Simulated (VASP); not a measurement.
## YSb: accuracy against cost in the plane-wave cutoff and SCF threshold

How sensitive are energy, pressure and forces of YSb to the plane-wave cutoff and SCF threshold? The atoms are off their equilibrium sites, so that forces can be compared too. The series runs use PBEsol. The plane-wave cutoff tried: ENCUT = 120; ENCUT = 150; ENCUT = 180; ENCUT = 200; ENCUT = 230; ENCUT = 260; ENCUT = 320; ENCUT = 410. The SCF threshold tried: EDIFF = 0.01; EDIFF = 0.001; EDIFF = 1E-04; EDIFF = 1E-05; EDIFF = 1E-06; EDIFF = 1E-08. The atoms of the start are displaced at random from the sites of a Fm-3m cell.

Main program and level: VASP 6.6.1; PBEsol; plane waves and PAW (Y_sv, Sb).

## Step 1: The structure

Symmetry: Cm, No. 8, monoclinic system. That holds within 0.01 Å; VASP, at its tighter tolerance, finds 1 operation. Conventional cell: a = 7.550 Å, b = 4.359 Å, c = 4.359 Å, α = 90.00°, β = 125.26°, γ = 90.00°. Y has 6 Sb at 3.03 to 3.14 Å nearest. Nearest to Sb lie 6 Y at 3.03 to 3.14 Å. Farther neighbours are not listed. That group holds within 0.01 Å; judged at 0.001 Å it is P1 (No. 1).

## Step 2: Plane-wave cutoff: ENCUT = 120

The basis grows with ENCUT, and energy and stress both move with it. PBEsol restores the gradient expansion of exchange and is tuned for the cells of solids.

Input file INCAR:

```
SYSTEM = YSb
PREC = Accurate
ENCUT = 120
EDIFF = 1E-06
NELM = 100
ISMEAR = -1
SIGMA = 0.05
LREAL = .FALSE.
ALGO = Normal
GGA = PS
NBANDS = 14
LASPH = .TRUE.
LORBIT = 11
LWAVE = .FALSE.
LCHARG = .FALSE.
KPAR = 2
ISIF = 2
```

Input file POSCAR:

```
YSb
1.0
    0.0000000000      3.0822500000      3.0822500000
    3.0822500000      0.0000000000      3.0822500000
    3.0822500000      3.0822500000      0.0000000000
Y Sb
1 1
Direct
    0.4973480000      0.5029190000      0.5077070000
    0.0024430000     -0.0050250000      0.0198280000
```

Input file KPOINTS:

```
Automatic mesh
0
Gamma
6 6 6
0 0 0
```

The projector-augmented-wave data sets are Y_sv and Sb (PBE family, release 64).

Command:

```
$ mpirun -np 2 vasp_std
```

The log of the run:

```text
[banner, memory and clock lines left out]
running    2 mpi-ranks, on    1 nodes
 distrk:  each k-point on    1 cores,    2 groups
 distr:  one band on    1 cores,    1 groups

 POSCAR found type information on POSCAR Y Sb
 POSCAR found :  2 types and       2 ions
|                                                                             |
|               ----> ADVICE to this user running VASP <----                  |
|                                                                             |
|     You enforced a specific xc type in the INCAR file but a different       |
|     [... a line on the potential file left out ...]
|     I HOPE YOU KNOW WHAT YOU ARE DOING!                                     |
|                                                                             |

 LDA part: xc-table for (Slater+PW92), standard interpolation
 POSCAR, INCAR and KPOINTS ok, starting setup
 FFT: planning ... GRIDC
 FFT: planning ... GRID_SOFT
 FFT: planning ... GRID
 WAVECAR not read
 entering main loop
       N       E                     dE             d eps       ncg     rms          rms(c)
DAV:   1     0.142121286081E+02    0.14212E+02   -0.34772E+03  3436   0.374E+02
DAV:   2    -0.139972454855E+02   -0.28209E+02   -0.27333E+02  4786   0.105E+02
DAV:   3    -0.153064561879E+02   -0.13092E+01   -0.13060E+01  3956   0.170E+01
DAV:   4    -0.153308084650E+02   -0.24352E-01   -0.24350E-01  4066   0.211E+00
DAV:   5    -0.153311345279E+02   -0.32606E-03   -0.32606E-03  3808   0.209E-01    0.205E+01
DAV:   6    -0.141732896084E+02    0.11578E+01   -0.14158E+00  3676   0.707E+00    0.138E+01
DAV:   7    -0.140033523312E+02    0.16994E+00   -0.95598E-01  3664   0.604E+00    0.308E+00
DAV:   8    -0.139849106394E+02    0.18442E-01   -0.18417E-01  3448   0.240E+00    0.840E-01
DAV:   9    -0.139798104779E+02    0.51002E-02   -0.12524E-02  3280   0.666E-01    0.216E-01
DAV:  10    -0.139799122491E+02   -0.10177E-03   -0.11678E-03  4352   0.173E-01    0.125E-01
DAV:  11    -0.139799592078E+02   -0.46959E-04   -0.16517E-04  4728   0.536E-02    0.338E-02
DAV:  12    -0.139799521654E+02    0.70424E-05   -0.19270E-05  3654   0.258E-02    0.105E-02
DAV:  13    -0.139799513614E+02    0.80400E-06   -0.32779E-06  3724   0.103E-02
   1 F= -.13979951E+02 E0= -.13977847E+02  d E =-.420903E-02
```

Wall time 4.8 s (2 MPI ranks of Intel Xeon Platinum 8559C (Emerald Rapids), shared host); peak memory 0.22 GiB.

The logs omit lines about the potential files and the build; timing stands in the text.

OUTCAR, selected parts (step 2):

```text
ion  position               nearest neighbor table
   1  0.497  0.503  0.508-   2 3.03   2 3.07   2 3.07   2 3.09   2 3.10   2 3.14
   2  0.002  0.995  0.020-   1 3.03   1 3.07   1 3.07   1 3.09   1 3.10   1 3.14

  LATTYP: Found a face centered cubic cell.
 ALAT       =     6.1645000000

 Subroutine GETGRP returns: Found  1 space group operations
 (whereof  1 operations were pure point group operations)

The static configuration has the point symmetry C_1 .

 Found    112 irreducible k-points:

   k-points           NKPTS =    112   k-points in BZ     NKDIM =    112   number of bands    NBANDS=     14

   dimension x,y,z NGX =    16 NGY =   16 NGZ =   16
   dimension x,y,z NGXF=    32 NGYF=   32 NGZF=   32

   ENCUT  =  120.0 eV   8.82 Ry    2.97 a.u.   3.89  3.89  3.89*2*pi/ulx,y,z

   NELECT =      16.0000    total number of electrons

 k-points in reciprocal lattice and weights: Automatic mesh
   0.00000000  0.00000000  0.00000000       0.005
   0.16666667  0.00000000  0.00000000       0.009
   0.00000000  0.16666667  0.00000000       0.009
   0.00000000  0.00000000  0.16666667       0.009
   0.16666667  0.16666667  0.16666667       0.009
   0.33333333  0.00000000  0.00000000       0.009
   0.00000000  0.33333333  0.00000000       0.009
   0.00000000  0.00000000  0.33333333       0.009
   0.33333333  0.33333333  0.33333333       0.009
[...]
-0.33333333  0.16666667  0.50000000       0.009
   0.16666667  0.50000000 -0.33333333       0.009

 average (electrostatic) potential at core
       1 -36.8047       2 -86.0782

 E-fermi :   5.0584

 k-point     1 :       0.0000    0.0000    0.0000
  band No.  band energies     occupation
      1     -38.6774      2.00000
      2     -18.3179      2.00000
      3     -18.3167      2.00000
      4     -18.3167      2.00000
      5      -4.5793      2.00000
      6       5.9408      0.00000
      7       5.9472      0.00000
      8       5.9660      0.00000
      9       6.3468      0.00000
     10       6.4078      0.00000
    ...

 k-point     2 :       0.1667    0.0000    0.0000
  band No.  band energies     occupation
    ...
      4     -18.3157      2.00000
      5      -4.3140      2.00000
      6       4.0620      2.00000
      7       4.7519      1.99566
      8       4.7664      1.99420
      9       6.6943      0.00000
     10       6.6969      0.00000
     11       6.9407      0.00000
     12       8.5543      0.00000
     13       8.5703      0.00000
    ...

 k-point     3 :       0.0000    0.1667    0.0000
  band No.  band energies     occupation
    ...
      4     -18.3157      2.00000
      5      -4.3140      2.00000
      6       4.0633      2.00000
      7       4.7512      1.99571
      8       4.7633      1.99454
      9       6.6943      0.00000
     10       6.6983      0.00000
     11       6.9437      0.00000
     12       8.5543      0.00000
     13       8.5681      0.00000
    ...

  Total       -8.7307266     -8.6572244     -8.7330985     -0.0076158      0.0052368      0.0012938
  in kB     -238.8511793   -236.8403414   -238.9160690     -0.2083500      0.1432652      0.0353948
  external PRESSURE =    -238.2025299 kB  Pullay stress =       0.0000000 kB

  energy-cutoff  :      120.00
  volume of cell :       58.56
      direct lattice vectors                 reciprocal lattice vectors
     0.000000000  3.082250000  3.082250000    -0.162219158  0.162219158  0.162219158
     3.082250000  0.000000000  3.082250000     0.162219158 -0.162219158  0.162219158
     3.082250000  3.082250000  0.000000000     0.162219158  0.162219158 -0.162219158

 POSITION                                       TOTAL-FORCE (eV/Angst)
 -----------------------------------------------------------------------------------
      3.11500      3.09783      3.08307         0.070627      0.293095     -0.048326
      3.12788      0.06864      3.07429        -0.070627     -0.293095      0.048326
 -----------------------------------------------------------------------------------
    total drift:                               -0.000267     -0.000320     -0.000062

  FREE ENERGIE OF THE ION-ELECTRON SYSTEM (eV)
  ---------------------------------------------------
  free  energy   TOTEN  =       -13.9799513614 eV

  energy  without entropy=      -13.9757423298  energy(sigma->0) =      -13.97784685

 total charge
# of ion       s       p       d       f       tot
--------------------------------------------------
    1        2.084   6.431   1.025   0.026   9.565
    2        1.139   1.532   0.015   0.000   2.686
--------------------------------------------------
tot          3.223   7.963   1.040   0.026  12.252

[... 3 further parts left out ...]
```

The k-mesh is coarse for a metal. The PAW data sets were made with PBE, which is usual practice but a small mismatch for other functionals.

This step gave:

```yaml
scf_cycles: 13
electrons: 16
bands: 14
irreducible_k_points: 112
symmetry_operations: 1
free_energy_toten: -13.98 eV
energy_at_zero_smearing: -13.98 eV
fermi_energy: 5.058 eV
pressure: -23.82 GPa
metallic: yes
```

The series starts at -6.9889 eV an atom and -23.82 GPa, after 13 cycles in 4.8 s.

## Step 3: Plane-wave cutoff: ENCUT = 150

Edit INCAR of step 2 so:

```diff
@@ -2,3 +2,3 @@
 PREC = Accurate
-ENCUT = 120
+ENCUT = 150
 EDIFF = 1E-06
```

POSCAR is that of step 2.

KPOINTS is that of step 2.

Command:

```
$ mpirun -np 2 vasp_std
```

The log of the run:

```text
[banner, memory and clock lines left out]
running    2 mpi-ranks, on    1 nodes
[...]
[... a notice as in an earlier step ...]

 LDA part: xc-table for (Slater+PW92), standard interpolation
 POSCAR, INCAR and KPOINTS ok, starting setup
[...]
entering main loop
       N       E                     dE             d eps       ncg     rms          rms(c)
DAV:   1     0.185490319889E+02    0.18549E+02   -0.38883E+03  3332   0.427E+02
DAV:   2    -0.129705133933E+02   -0.31520E+02   -0.30343E+02  4624   0.116E+02
DAV:   3    -0.146423662823E+02   -0.16719E+01   -0.16629E+01  4482   0.202E+01
DAV:   4    -0.146749164802E+02   -0.32550E-01   -0.32544E-01  3956   0.253E+00
[...]
DAV:  11    -0.137529047233E+02   -0.19786E-04   -0.87331E-05  4494   0.636E-02    0.116E-01
DAV:  12    -0.137528916260E+02    0.13097E-04   -0.32648E-05  4046   0.301E-02    0.151E-02
DAV:  13    -0.137528913620E+02    0.26400E-06   -0.28223E-06  3882   0.940E-03
   1 F= -.13752891E+02 E0= -.13750337E+02  d E =-.510803E-02
```

It took 7.2 s on 2 MPI ranks; peak memory 0.24 GiB.

OUTCAR, selected parts (step 3):

```text
  Total       -2.4866572     -2.4147601     -2.4894840     -0.0071713      0.0049512      0.0011161
  in kB      -68.0288177    -66.0618893    -68.1061529     -0.1961901      0.1354526      0.0305345
  external PRESSURE =     -67.3989533 kB  Pullay stress =       0.0000000 kB

 POSITION                                       TOTAL-FORCE (eV/Angst)
 -----------------------------------------------------------------------------------
      3.11500      3.09783      3.08307         0.065455      0.268945     -0.044645
      3.12788      0.06864      3.07429        -0.065455     -0.268945      0.044645
 -----------------------------------------------------------------------------------
    total drift:                                0.000543      0.000267      0.000071

  FREE ENERGIE OF THE ION-ELECTRON SYSTEM (eV)
  ---------------------------------------------------
  free  energy   TOTEN  =       -13.7528913620 eV

  energy  without entropy=      -13.7477833314  energy(sigma->0) =      -13.75033735

[... 1 part as in an earlier step ...]

[... 2 further parts left out ...]
[key lines of the parts left out:]
E-fermi :   4.9508
```

Against the run before the energy moves by +113.75 meV an atom and the pressure by +17.08 GPa, after 13 cycles in 7.2 s.

## Step 4: Plane-wave cutoff: ENCUT = 180

Edit INCAR of step 3 so:

```diff
@@ -2,3 +2,3 @@
 PREC = Accurate
-ENCUT = 150
+ENCUT = 180
 EDIFF = 1E-06
```

POSCAR is that of step 3.

KPOINTS is that of step 3.

Command:

```
$ mpirun -np 2 vasp_std
```

The log of the run:

```text
[... set-up lines as in an earlier step ...]
 entering main loop
       N       E                     dE             d eps       ncg     rms          rms(c)
DAV:   1     0.220700914989E+02    0.22070E+02   -0.42291E+03  3294   0.475E+02
DAV:   2    -0.123384850114E+02   -0.34409E+02   -0.32868E+02  4510   0.127E+02
DAV:   3    -0.145538793935E+02   -0.22154E+01   -0.22006E+01  4870   0.233E+01
DAV:   4    -0.145972544675E+02   -0.43375E-01   -0.43365E-01  3838   0.317E+00
[...]
DAV:  11    -0.137623823611E+02   -0.19329E-04   -0.84118E-05  3840   0.637E-02    0.119E-01
DAV:  12    -0.137623679672E+02    0.14394E-04   -0.26385E-05  3784   0.302E-02    0.906E-03
DAV:  13    -0.137623675948E+02    0.37233E-06   -0.27240E-06  4224   0.833E-03
   1 F= -.13762368E+02 E0= -.13759832E+02  d E =-.507197E-02
```

Elapsed: 8.2 s, on 2 MPI ranks; peak memory 0.26 GiB; 15 s of CPU time.

Parts of OUTCAR (step 4):

```text
  Total       -0.8081514     -0.7351073     -0.8102531     -0.0076521      0.0051089      0.0011533
  in kB      -22.1090329    -20.1107254    -22.1665297     -0.2093427      0.1397670      0.0315506
  external PRESSURE =     -21.4620960 kB  Pullay stress =       0.0000000 kB

 POSITION                                       TOTAL-FORCE (eV/Angst)
 -----------------------------------------------------------------------------------
      3.11500      3.09783      3.08307         0.064104      0.263754     -0.043706
      3.12788      0.06864      3.07429        -0.064104     -0.263754      0.043706
 -----------------------------------------------------------------------------------
    total drift:                               -0.000408     -0.000056     -0.000056

  FREE ENERGIE OF THE ION-ELECTRON SYSTEM (eV)
  ---------------------------------------------------
  free  energy   TOTEN  =       -13.7623675948 eV

  energy  without entropy=      -13.7572956253  energy(sigma->0) =      -13.75983161

[... 1 part as in an earlier step ...]

[... 2 further parts left out ...]
[key lines of the parts left out:]
E-fermi :   4.9130
```

Against the run before the energy moves by -4.75 meV an atom and the pressure by +4.59 GPa, after 13 cycles in 8.2 s.

## Step 5: Plane-wave cutoff: ENCUT = 200

Edit INCAR of step 4 so:

```diff
@@ -2,3 +2,3 @@
 PREC = Accurate
-ENCUT = 180
+ENCUT = 200
 EDIFF = 1E-06
```

POSCAR is that of step 4.

KPOINTS is that of step 4.

Command:

```
$ mpirun -np 2 vasp_std
```

The log of the run:

```text
[... set-up lines as in an earlier step ...]
 entering main loop
       N       E                     dE             d eps       ncg     rms          rms(c)
DAV:   1     0.246126271157E+02    0.24613E+02   -0.44641E+03  3272   0.503E+02
DAV:   2    -0.123412280808E+02   -0.36954E+02   -0.35179E+02  4568   0.133E+02
DAV:   3    -0.145304672657E+02   -0.21892E+01   -0.21715E+01  4718   0.241E+01
DAV:   4    -0.145828748473E+02   -0.52408E-01   -0.52389E-01  3930   0.342E+00
[...]
DAV:  11    -0.137574619052E+02   -0.24299E-04   -0.10168E-04  3684   0.701E-02    0.122E-01
DAV:  12    -0.137574440514E+02    0.17854E-04   -0.31165E-05  3498   0.337E-02    0.710E-03
DAV:  13    -0.137574436914E+02    0.36006E-06   -0.37143E-06  4474   0.972E-03
   1 F= -.13757444E+02 E0= -.13754911E+02  d E =-.506544E-02
```

Elapsed: 9.8 s, on 2 MPI ranks; peak memory 0.26 GiB; 17 s of CPU time.

Parts of OUTCAR (step 5):

```text
  Total       -0.5968092     -0.5227287     -0.5989560     -0.0076415      0.0050914      0.0011457
  in kB      -16.3272296    -14.3005695    -16.3859616     -0.2090539      0.1392877      0.0313437
  external PRESSURE =     -15.6712536 kB  Pullay stress =       0.0000000 kB

 POSITION                                       TOTAL-FORCE (eV/Angst)
 -----------------------------------------------------------------------------------
      3.11500      3.09783      3.08307         0.063490      0.261267     -0.043284
      3.12788      0.06864      3.07429        -0.063490     -0.261267      0.043284
 -----------------------------------------------------------------------------------
    total drift:                               -0.000400     -0.000031     -0.000062

  FREE ENERGIE OF THE ION-ELECTRON SYSTEM (eV)
  ---------------------------------------------------
  free  energy   TOTEN  =       -13.7574436914 eV

  energy  without entropy=      -13.7523782512  energy(sigma->0) =      -13.75491097

[... 1 part as in an earlier step ...]

[... 2 further parts left out ...]
[key lines of the parts left out:]
E-fermi :   4.9114
```

Against the run before the energy moves by +2.46 meV an atom and the pressure by +0.58 GPa, after 13 cycles in 9.8 s.

## Step 6: Plane-wave cutoff: ENCUT = 230

Edit INCAR of step 5 so:

```diff
@@ -2,3 +2,3 @@
 PREC = Accurate
-ENCUT = 200
+ENCUT = 230
 EDIFF = 1E-06
```

POSCAR is that of step 5.

KPOINTS is that of step 5.

Command:

```
$ mpirun -np 2 vasp_std
```

The log of the run:

```text
[... set-up lines as in an earlier step ...]
 entering main loop
       N       E                     dE             d eps       ncg     rms          rms(c)
DAV:   1     0.289687434591E+02    0.28969E+02   -0.47708E+03  3240   0.553E+02
DAV:   2    -0.117889604395E+02   -0.40758E+02   -0.38716E+02  4296   0.145E+02
DAV:   3    -0.145247321454E+02   -0.27358E+01   -0.27113E+01  5178   0.270E+01
DAV:   4    -0.145816687579E+02   -0.56937E-01   -0.56927E-01  3662   0.379E+00
[...]
DAV:  11    -0.137580108741E+02   -0.27831E-04   -0.12744E-04  3612   0.882E-02    0.145E-01
DAV:  12    -0.137579884388E+02    0.22435E-04   -0.32468E-05  3742   0.356E-02    0.121E-02
DAV:  13    -0.137579875943E+02    0.84453E-06   -0.42076E-06  4146   0.112E-02
   1 F= -.13757988E+02 E0= -.13755454E+02  d E =-.506743E-02
```

The job ended after 8.8 s (2 MPI ranks; peak memory 0.3 GiB).

From OUTCAR (step 6):

```text
  Total       -0.5591062     -0.4851933     -0.5616765     -0.0075121      0.0051499      0.0011957
  in kB      -15.2957694    -13.2736934    -15.3660869     -0.2055114      0.1408894      0.0327105
  external PRESSURE =     -14.6451832 kB  Pullay stress =       0.0000000 kB

 POSITION                                       TOTAL-FORCE (eV/Angst)
 -----------------------------------------------------------------------------------
      3.11500      3.09783      3.08307         0.063305      0.260828     -0.043232
      3.12788      0.06864      3.07429        -0.063305     -0.260828      0.043232
 -----------------------------------------------------------------------------------
    total drift:                               -0.000032      0.000107     -0.000007

  FREE ENERGIE OF THE ION-ELECTRON SYSTEM (eV)
  ---------------------------------------------------
  free  energy   TOTEN  =       -13.7579875943 eV

  energy  without entropy=      -13.7529201670  energy(sigma->0) =      -13.75545388

[... 1 part as in an earlier step ...]

[... 2 further parts left out ...]
[key lines of the parts left out:]
E-fermi :   4.9088
```

Against the run before the energy moves by -0.27 meV an atom and the pressure by +0.10 GPa, after 13 cycles in 8.8 s.

(Continued in part 2 of 3.)

[Lines on the potential files, build, host, timing and source positions are cut from VASP's logs without a mark.]

[Logs are printed without paths, hosts, clocks, repeated set-up lines and the standing remarks that a program may print on its own settings, such as how far it seeks lower states.]

[Hosts, paths, dates, database ids (printed as entryN), source tags and the programs' standing remarks are cut or masked in the printed files.]

[A measured line is paired with the nearest computed mode of its activity, which favours agreement.]
